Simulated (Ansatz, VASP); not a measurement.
# Cross-check of BeSn between VASP and Ansatz

Wanted: the spread between two codes on one cell, functional and k mesh. The cell is invented: As first built, before any earlier steps moved the atoms (in the runner's words): it takes the MgZr structure with all of its atoms replaced by other elements, volume scaled by an estimate. It may not be a known or stable phase. The cell is taken from a series of VASP runs on this material, whose earlier steps may have relaxed, scaled or displaced it; both programs get it as it stands.

Program: Ansatz 0.2.0. Level of theory: plane waves, with VASP 6.6.1 beside it; relaxation of cell and atoms at PBE with D4. Results are calculated unless marked as measured.

## 1. The starting structure

Symmetry: P4/mmm, No. 123, tetragonal system. The conventional cell has a = 3.136 Å, b = 3.136 Å, c = 3.566 Å, α = 90.00°, β = 90.00°, γ = 90.00°. Sn has 8 Be at 2.85 Å and 4 Sn at 3.14 Å nearest. Nearest to Be lie 8 Sn at 2.85 Å. As first built, before any earlier steps moved the atoms (in the runner's words): sites of the MgZr structure (space group 123) filled with other elements, volume scaled by an estimate. Farther neighbours are not listed.

## 2. Ansatz: relaxation of cell and atoms, PBE with D4

Ansatz runs on its default PAW (the set named soft_2) files.

The relaxed volume is the usual yardstick between codes: its relative difference is about their pressure difference at one cell divided by the bulk modulus.

The input, input.yaml:

```yaml
crystal:
  lattice:
    - [3.1359143799, 0.0, 0.0]
    - [0.0, 3.1359143799, 0.0]
    - [0.0, 0.0, 3.5659369935]
  atoms:
    - { symbol: Sn, position: [0.5, 0.5, 0.5] }
    - { symbol: Be, position: [0.0, 0.0, 0.0] }
hamiltonian:
  xc: pbe
  pseudopotentials: { kind: paw }
  dispersion: d4
kpoints:
  mp_grid: { grid: [7, 7, 6] }
scf:
  occupations: { method: fermi_dirac, width: 0.05 }
relax:
  f_tol: 0.01
  max_steps: 60
  cell: { stress_tol: 0.05 }
output:
  forces: true
  stress: true
```

Run with:

```bash
$ ansatz run input.yaml --threads 4 --pin off --max-ram 9216MiB --backend cpu --events-out ev --progress --plain --runs-dir out
```

Numbers of over 12 decimals in the logs are rounded to 6 here.

Log:

```text
Engine: ansatz 0.2.0, x86_64-unknown-linux-gnu
Pseudopotentials: kind: paw
Pseudopotential: Sn, paw, valence charge 14, recommended cutoff 420 eV (normal), Sn.paw.azcp
Pseudopotential: Be, paw, valence charge 2, recommended cutoff 420 eV (normal), Be.paw.azcp
Functional definition: PBE
  parameter kappa = 0.804
  parameter beta = 0.066725
  exchange = pbe_x(kappa = kappa, mu = beta*pi^2/3)
  correlation = pbe_c(beta = beta)
Crystal: 2 atoms, lattice volume = 35.067 Å³
Basis set: ecut = 420 eV, 683 PW (Γ), exchange–correlation on 48×48×48 points (8 copies of the dense FFT grid, shifted against one another)
Bands: 12, of which v1, the nominal top of the filled ones, is band 8 counted from 1 (7 counted from 0)
Symmetry: 16 space group operations
Space group: P4/mmm (ITA 123), of the structure as read, at distance tolerance 3.3e-5 Å
k-points: 40 of 294
Non-local potential: Sn, projectors of the file, l = 0: 2, l = 1: 2, l = 2: 2, l = 3: 2
Non-local potential: Be, projectors of the file, l = 0: 2, l = 1: 2, l = 2: 1
PAW form: soft (Blöchl's): semilocal exchange-correlation on the pseudo side does not see the compensation charge
PAW one-centre angular grid: Sn, 590 points (default); XC on 64 Gauss nodes
PAW one-centre angular grid: Be, 110 points (default); XC on 64 Gauss nodes
Initial density: superposition of atomic densities (neutral atoms: chi_scale 0, normalization atom), corrected by the library's trained network
Initial wavefunctions: pseudopotential atomic-orbital guess
Functional: x = pbe(κ = 0.804, μ = 0.219515), c = pbe(β = 0.066725)
SCF iter   1: F=—  HF=-6116.235876 eV  |F-HF|=—  |Δ(HF+E_count)|=         —  Δρ=1.30e-3  dr2=5.23e-4  ethr=1.77e-3  ⟨swp⟩=5.8  Hψ=2869  notcnv=0
preconditioner: auto → none  [metal: Δε(μ)=0.036 eV  Ē_g=19.441 eV  σ=0.050 eV  W_gap=0.17  n_scr=6 (ndim 8)  ℏωp=25.1 eV  f_vac=0.000  D(μ)=1.03/eV (n_scr^D=6)  sad-step TF]
SCF iter   2: F=—  HF=-6116.235297 eV  |F-HF|=—  |Δ(HF+E_count)|=   5.79e-4  Δρ=6.95e-4  dr2=1.71e-4  ethr=3.27e-6  ⟨swp⟩=2.1  Hψ=1119  notcnv=0
SCF iter   3: F=—  HF=-6116.235297 eV  |F-HF|=—  |Δ(HF+E_count)|=   3.71e-7  Δρ=2.50e-4  dr2=2.08e-5  ethr=1.07e-6  ⟨swp⟩=2.0  Hψ=575  notcnv=0
SCF iter   4: F=—  HF=-6116.235317 eV  |F-HF|=—  |Δ(HF+E_count)|=   1.97e-5  Δρ=8.12e-5  dr2=1.57e-6  ethr=1.30e-7  ⟨swp⟩=2.6  Hψ=798  notcnv=0
iter 5 did not close the SCF: its close was put off for the readings that it lacked (scf_convergence_deferred on its scf_iter line)
SCF iter   5: F=-6116.235317 eV  HF=-6116.235317 eV  |F-HF|=5.46e-12  |Δ(HF+E_count)|=   6.57e-7  Δρ=4.38e-6  dr2=3.91e-9  ethr=9.79e-9  ⟨swp⟩=2.9  Hψ=789  notcnv=0
SCF iter   6: F=-6116.235317 eV  HF=-6116.235317 eV  |F-HF|=2.31e-10  |Δ(HF+E_count)|=   1.74e-9  Δρ=1.01e-6  dr2=3.71e-10  ethr=2.44e-11  ⟨swp⟩=2.0  Hψ=1537  notcnv=0
WARN: dispersion: an atom stands within reach of a switch of its C6 between two reference coordination numbers of its element: through that C6 alone, e_disp changes by 0.025 eV or more while the distances to its neighbours run over a stretch of 0.05 Å that contains this geometry (sites counted from 0 in the run's list of atoms or, in a supercell that it derives, in that cell's: here a list of 2) — site 1 (Be): coordination number 4.637 (about 4.12 to 5.15 with every neighbour 0.05 Å farther or nearer), switch near 5.103 between the references 1.757 (weight 1.00) and 8.449 (weight 0.00), e_disp changing by some 0.10 eV. [rest of the remark cut]
SCF 1 converged in 6 iterations: F = -6116.235317 eV  dr2 = 3.71e-10
  greatest PAW one-centre occupation: 0.991 electrons in one spin orbital (limit 2), on the Sn atom at site 0 (counted from 0), in its partial waves of l = 2
relax step   1: F+E_penalty+E_count = -6116.23531750 eV  Δ(F+E_penalty+E_count) = +0.000e0 eV  max|allowed force component| = 1.701e-30 eV/Å  Δτ_max = 0.0000 Å  P = +0.158 GPa  Ω = 35.067 Å³  (6 SCF iters, dr2 threshold 1.00e-7 eV, accepted)
[... from here on, the SCF cycles and remarks between the steps are left out ...]
relax step   2: F+E_penalty+E_count = -6116.26336638 eV  Δ(F+E_penalty+E_count) = -2.805e-2 eV  max|allowed force component| = 1.602e-30 eV/Å  Δτ_max = 0.0000 Å  P = +0.206 GPa  Ω = 35.187 Å³  energy of the carried Pulay correction = -2.345e-5 eV  (5 SCF iters, dr2 threshold 2.00e-7 eV, accepted)
relax step   3: F+E_penalty+E_count = -6116.26848294 eV  Δ(F+E_penalty+E_count) = -5.117e-3 eV  max|allowed force component| = 1.107e-28 eV/Å  Δτ_max = 0.0000 Å  P = -0.489 GPa  Ω = 35.488 Å³  energy of the carried Pulay correction = -9.511e-5 eV  (4 SCF iters, dr2 threshold 2.00e-7 eV, accepted)
relax step   4: F+E_penalty+E_count = -6116.26817821 eV  Δ(F+E_penalty+E_count) = +3.047e-4 eV  max|allowed force component| = 0.000e0 eV/Å  Δτ_max = 0.0000 Å  P = +0.443 GPa  Ω = 35.028 Å³  energy of the carried Pulay correction = +2.044e-5 eV  (5 SCF iters, dr2 threshold 2.00e-7 eV, rejected (line search))
relax step   5: F+E_penalty+E_count = -6116.26892674 eV  Δ(F+E_penalty+E_count) = -4.438e-4 eV  max|allowed force component| = 6.311e-30 eV/Å  Δτ_max = 0.0000 Å  P = +0.011 GPa  Ω = 35.225 Å³  energy of the carried Pulay correction = -2.995e-5 eV  (6 SCF iters, accepted)
relax step   6: F+E_penalty+E_count = -6116.26892127 eV  Δ(F+E_penalty+E_count) = +5.474e-6 eV  max|allowed force component| = 1.044e-28 eV/Å  Δτ_max = 0.0000 Å  P = +0.015 GPa  Ω = 35.230 Å³  energy of the carried Pulay correction = -3.088e-5 eV  (4 SCF iters, dr2 threshold 2.25e-8 eV, rejected (line search))
relax step   7: F+E_penalty+E_count = -6116.26893589 eV  Δ(F+E_penalty+E_count) = -9.150e-6 eV  max|allowed force component| = 4.807e-30 eV/Å  Δτ_max = 0.0000 Å  P = +0.002 GPa  Ω = 35.233 Å³  energy of the carried Pulay correction = -3.177e-5 eV  (5 SCF iters, accepted)
relax step   8: F+E_penalty+E_count = -6116.26921346 eV  Δ(F+E_penalty+E_count) = -2.776e-4 eV  max|allowed force component| = 6.336e-30 eV/Å  Δτ_max = 0.0000 Å  P = +0.004 GPa  Ω = 35.233 Å³  stress off target by 2.83e-2 GPa  SCF on the basis re-selected at this cell (its energy is not comparable with the rows above)  (5 SCF iters)
basis re-selected at this cell: Δ(F+E_penalty+E_count) = -2.776e-4 eV, ΔP = +0.002 GPa vs the last step (what re-selecting the basis moved, of the pressure what is left beyond the Pulay correction that the steps carried, after the strain that the cell walked since its last selection, with what the two solves' SCF thresholds leave and, on support functions, any second-order correction that the steps lacked; it is no measure of the basis error at this ecutwfc). The dense FFT grid was sized anew with the basis: this SCF ran on 24×24×27 points, the steps before it on 24×24×24, so part of this shift can come from that change (see relax.cell in the input reference). [rest of the remark cut]
SCF converged after 5 iterations
Free energy (F): -6116.269213 eV
Harris-Foulkes:  -6116.269213 eV  (|F-HF|=3.64e-12)
Internal energy: -6116.261462 eV  (E = F + TS)
E sigma→0 (E₀):  -6116.265337 eV
Entropy (-TS):   -0.007752 eV (-3.876 meV/atom)
Fermi energy:    10.632674 eV
--- Per-component energies (eV) ---
  E_band       = -73.975806
  E_kinetic    = 204.368639
  E_local      = -953.587398  (includes V_loc(G=0)·N_el)
  E_nonlocal   = -27.593166
  E_hartree    = 587.687575
  E_xc         = -401.392378
  E_vxc        = -115.727973  (∫ρ·V_xc dr)
  E_paw        = -4195.925108  (= ΣΔE_a)
  E_vpaw       = -356.811049  (= ΣTr[D̂ρ^β])
  E_aug_tail   = -0.000001  (compensation charges beyond the density's cutoff)
  E_ewald      = -1329.196610
  E_disp       = -0.623013  (pairwise vdW)
  E_smearing   = -0.007752  (= −TS)
  E_closure    = 0.000000  (closes the sum)
  Σ components = -6116.269213   (vs F -6116.269213, Δ=0.00e0)
--- Forces (eV/Å), atoms counted from 1 ---
  atom   1  Sn     0.00000000     0.00000000     0.00000000
  atom   2  Be    -0.00000000    -0.00000000     0.00000000
  max |Σ_I F_I| component: 1.26e-29 eV/Å
--- Stress (GPa, compression-positive) ---
       -0.008760       0.000000       0.000000
        0.000000      -0.008760       0.000000
        0.000000       0.000000       0.028327
  P = ⅓ Tr σ = 0.0036 GPa (0.036 kbar)
--- Relaxed structure (7 steps of the walk, 5 accepted, 1 SCFs on fresh bases) ---
  F+E_penalty+E_count = -6116.26921346 eV   max|allowed force component| = 6.336e-30 eV/Å   (the final SCF, on the basis selected at the relaxed cell)
  cell:  # Å, volume = 35.2330 Å³
    - [3.043301, 0, 0.0]
    - [0, 3.043301, 0.0]
    - [0.0, 0.0, 3.804173]
  atoms:
    - { symbol: Sn, position: [0.5, 0.5, 0.5] }
    - { symbol: Be, position: [0, 0, 0.0] }
```

It took 4.7 s on 4 threads of AMD EPYC 9R45, shared host; peak memory 0.37 GiB; 6.3 s of CPU time.

## 3. VASP: relaxation of cell and atoms, PBE with D4

The same cell, functional, mesh and smearing now go to VASP, with its own data sets and cutoff.

Lines of VASP's logs that name or quote its potential files are left out, and so is its time.

The input, INCAR:

```
SYSTEM = BeSn
PREC = Accurate
ENCUT = 400
EDIFF = 1E-06
NELM = 100
ISMEAR = -1
SIGMA = 0.05
LREAL = .FALSE.
ALGO = Normal
GGA = PE
IVDW = 13
LORBIT = 11
LWAVE = .FALSE.
LCHARG = .FALSE.
IBRION = 2
NSW = 60
ISIF = 3
EDIFFG = -0.01
```

The input, POSCAR:

```
BeSn
1.0
    3.1359143799      0.0000000000      0.0000000000
    0.0000000000      3.1359143799      0.0000000000
    0.0000000000      0.0000000000      3.5659369935
Sn Be
1 1
Direct
    0.5000000000      0.5000000000      0.5000000000
    0.0000000000      0.0000000000      0.0000000000
```

The input, KPOINTS:

```
Automatic mesh
0
Gamma
7 7 6
0 0 0
```

Potentials, in the order of the species: Sn_d and Be (PBE family, release 64).

Run with:

```bash
$ mpirun -np 1 vasp_std
```

Log:

```text
[banner, memory and clock lines left out]
running    1 mpi-ranks, on    1 nodes
 distrk:  each k-point on    1 cores,    1 groups
 distr:  one band on    1 cores,    1 groups

 POSCAR found type information on POSCAR SnBe
 POSCAR found :  2 types and       2 ions
 LDA part: xc-table for (Slater+PW92), standard interpolation
 POSCAR, INCAR and KPOINTS ok, starting setup
 FFT: planning ... GRIDC
 FFT: planning ... GRID_SOFT
 FFT: planning ... GRID
 WAVECAR not read
 entering main loop
       N       E                     dE             d eps       ncg     rms          rms(c)
DAV:   1     0.727621504813E+02    0.72762E+02   -0.76680E+03   972   0.163E+03
DAV:   2    -0.145200934502E+01   -0.74214E+02   -0.71572E+02   988   0.312E+02
DAV:   3    -0.620690097259E+01   -0.47549E+01   -0.46751E+01  1148   0.776E+01
DAV:   4    -0.630101814556E+01   -0.94117E-01   -0.93976E-01  1156   0.119E+01
DAV:   5    -0.630414661498E+01   -0.31285E-02   -0.31283E-02  1220   0.217E+00    0.218E+00
DAV:   6    -0.626010099656E+01    0.44046E-01   -0.57357E-02  1312   0.395E+00    0.120E+00
DAV:   7    -0.624974945189E+01    0.10352E-01   -0.21214E-02  1400   0.209E+00    0.272E-01
DAV:   8    -0.624876889304E+01    0.98056E-03   -0.17747E-03  1176   0.692E-01    0.255E-02
DAV:   9    -0.624875869949E+01    0.10194E-04   -0.98654E-05  1180   0.185E-01    0.200E-02
DAV:  10    -0.624875767077E+01    0.10287E-05   -0.76004E-06  1256   0.401E-02    0.365E-03
DAV:  11    -0.624875769806E+01   -0.27286E-07   -0.50402E-07   680   0.120E-02
   1 F= -.68738932E+01 E0= -.68696624E+01  d E =-.687389E+01
[...]
2 F= -.68853759E+01 E0= -.68815824E+01  d E =-.114827E-01
[...]
3 F= -.69043256E+01 E0= -.69003261E+01  d E =-.304323E-01
[...]
4 F= -.68398930E+01 E0= -.68375395E+01  d E =0.340002E-01
[...]
5 F= -.69067598E+01 E0= -.69028414E+01  d E =-.328666E-01
 curvature:  -0.04 expect dE=-0.395E-05 dE for cont linesearch -0.313E-05
 ZBRENT: interpolating
 opt :   4.8947  next Energy=    -6.906821 (dE=-0.329E-01)
 bond charge predicted
       N       E                     dE             d eps       ncg     rms          rms(c)
DAV:   1    -0.628356669642E+01   -0.69116E-03   -0.14642E-02  1164   0.130E+00    0.119E-01
DAV:   2    -0.628312664278E+01    0.44005E-03   -0.57493E-04  1196   0.318E-01    0.721E-02
DAV:   3    -0.628294752437E+01    0.17912E-03   -0.27450E-04  1120   0.225E-01    0.153E-02
DAV:   4    -0.628294599322E+01    0.15312E-05   -0.42120E-05  1100   0.561E-02    0.510E-03
DAV:   5    -0.628294547792E+01    0.51529E-06   -0.15604E-06   952   0.184E-02
   6 F= -.69068227E+01 E0= -.69029583E+01  d E =-.329294E-01
 curvature:  -0.88 expect dE=-0.342E-05 dE for cont linesearch -0.262E-08
 trial: gam=-0.00016 g(F)=  0.214E-62 g(S)=  0.388E-05 ort = 0.558E-05 (trialstep = 0.178E+01)
 search vector abs. value=  0.388E-05
 reached required accuracy - stopping structural energy minimisation
```

From OUTCAR (step 3):

```text
ion  position               nearest neighbor table
   1  0.500  0.500  0.500-   2 2.85   2 2.85   2 2.85   2 2.85   2 2.85   2 2.85   2 2.85   2 2.85

  LATTYP: Found a simple tetragonal cell.
 ALAT       =     3.1359143799
 C/A-ratio  =     1.1371283018

 Subroutine GETGRP returns: Found 16 space group operations
 (whereof 16 operations were pure point group operations)

The static configuration has the point symmetry D_4h.

 Found     40 irreducible k-points:

   k-points           NKPTS =     40   k-points in BZ     NKDIM =     40   number of bands    NBANDS=     12

   dimension x,y,z NGX =    20 NGY =   20 NGZ =   24
   dimension x,y,z NGXF=    40 NGYF=   40 NGZF=   48

   ENCUT  =  400.0 eV  29.40 Ry    5.42 a.u.   5.11  5.11  5.82*2*pi/ulx,y,z

   NELECT =      16.0000    total number of electrons

 k-points in reciprocal lattice and weights: Automatic mesh
   0.00000000  0.00000000  0.00000000       0.003
   0.14285714  0.00000000  0.00000000       0.014
   0.28571429  0.00000000  0.00000000       0.014
   0.42857143  0.00000000  0.00000000       0.014
   0.14285714  0.14285714  0.00000000       0.014
   0.28571429  0.14285714  0.00000000       0.027
   0.42857143  0.14285714  0.00000000       0.027
   0.28571429  0.28571429  0.00000000       0.014
   0.42857143  0.28571429  0.00000000       0.027
[...]
0.42857143  0.28571429  0.50000000       0.027
   0.42857143  0.42857143  0.50000000       0.014

 average (electrostatic) potential at core
       1 -98.8930       2 -32.9007

 E-fermi :   8.2796

 k-point     1 :       0.0000    0.0000    0.0000
  band No.  band energies     occupation
    ...
      3     -13.1977      2.00000
      4     -13.1977      2.00000
      5     -13.1916      2.00000
      6      -3.4617      2.00000
      7       6.1240      2.00000
      8       9.1534      0.00000
      9      11.1603      0.00000
     10      11.1603      0.00000
     11      15.5098      0.00000
     12      15.9215      0.00000

 k-point     2 :       0.1429    0.0000    0.0000
  band No.  band energies     occupation
    ...
      3     -13.2244      2.00000
      4     -13.2133      2.00000
      5     -13.1954      2.00000
      6      -3.1316      2.00000
      7       6.5030      2.00000
      8       8.6568      0.00106
      9       9.4199      0.00000
     10      11.5172      0.00000
     11      15.9228      0.00000
     12      17.3750      0.00000

 k-point     3 :       0.2857    0.0000    0.0000
  band No.  band energies     occupation
    ...
      4     -13.2618      2.00000
      5     -13.1901      2.00000
      6      -2.1394      2.00000
      7       5.2695      2.00000
      8       7.6148      2.00000
      9      10.0761      0.00000
     10      12.5479      0.00000
     11      14.6240      0.00000
     12      15.2136      0.00000

  DFT-D4 for vdW energy calculation

  Edisp (eV):   -0.62388

  Total       0.00740     0.00740     0.00717     0.00000     0.00000    -0.00000
  in kB       0.33704     0.33704     0.32645     0.00000     0.00000    -0.00000
  external pressure =        0.33 kB  Pullay stress =        0.00 kB

  energy-cutoff  :      400.00
  volume of cell :       35.17
      direct lattice vectors                 reciprocal lattice vectors
     3.042372554  0.000000000  0.000000000     0.328690843  0.000000000 -0.000000000
     0.000000000  3.042372554  0.000000000     0.000000000  0.328690843  0.000000000
     0.000000000  0.000000000  3.799170865    -0.000000000 -0.000000000  0.263215327

 POSITION                                       TOTAL-FORCE (eV/Angst)
 -----------------------------------------------------------------------------------
      1.52119      1.52119      1.89959         0.000000      0.000000      0.000000
      0.00000      0.00000      0.00000        -0.000000      0.000000      0.000000
 -----------------------------------------------------------------------------------
    total drift:                               -0.000000      0.000000      0.000000

  FREE ENERGIE OF THE ION-ELECTRON SYSTEM (eV)
  ---------------------------------------------------
  free  energy   TOTEN  =        -6.9068226656 eV

  energy  without entropy=       -6.8990939194  energy(sigma->0) =       -6.90295829

 reached required accuracy - stopping structural energy minimisation

 total charge
# of ion       s       p       d       tot
------------------------------------------
    1        1.233   1.067  10.026  12.326
    2        0.391   0.392   0.000   0.784
--------------------------------------------------
tot          1.624   1.460  10.026  13.110

[... 3 further parts left out ...]
```

Dispersion corrections of this kind ignore metallic screening and tend to overbind metals. The run keeps the 16 symmetry operations of its start, so it cannot find a distortion of lower symmetry.

## 4. Side by side

Known differences besides the potentials themselves: both relaxations stop at a tolerance, which leaves soft axes loose, and VASP keeps its plane-wave basis; the cutoff is 420 eV in Ansatz and 400 eV in VASP; VASP leaves aspherical gradient terms in its spheres out (LASPH is not set), Ansatz keeps them; Ansatz adds a Pulay correction to the stress that steers its cell, VASP none. Total energies have different zeros and are not compared.

Both answers:

```
                                         quantity  Ansatz   VASP  difference
                                      volume (Å³)   35.23  35.17     +0.19 %
edge a after relaxation, in the typed setting (Å)   3.043  3.042     +0.03 %
edge c after relaxation, in the typed setting (Å)   3.804  3.799     +0.13 %
```

The walks stopped with 0.00 GPa left in Ansatz and 0.03 GPa in VASP; each walk ends within a tolerance, so the volume difference is uncertain by about these residues over the bulk modulus, most in soft cells.

## 5. Results

| Quantity | Value |
| --- | --- |
| difference in volume (relaxation of cell and atoms, PBE with D4) | 0.19 % |

In words: The difference in volume is 0.19 % (relaxation of cell and atoms, PBE with D4), within the 1.2 % picked in this series as the mark of a large difference, as far as the stopping tolerances let one tell. How closely two codes agree says nothing of how well the functional describes the real material.

[Lines on the potential files, build, host, timing and source positions are cut from VASP's logs without a mark.]

[Logs are printed without paths, hosts, clocks, repeated set-up lines and the standing remarks that a program may print on its own settings, such as how far it seeks lower states.]

[Hosts, paths, dates, database ids (printed as entryN), source tags and the programs' standing remarks are cut or masked in the printed files.]
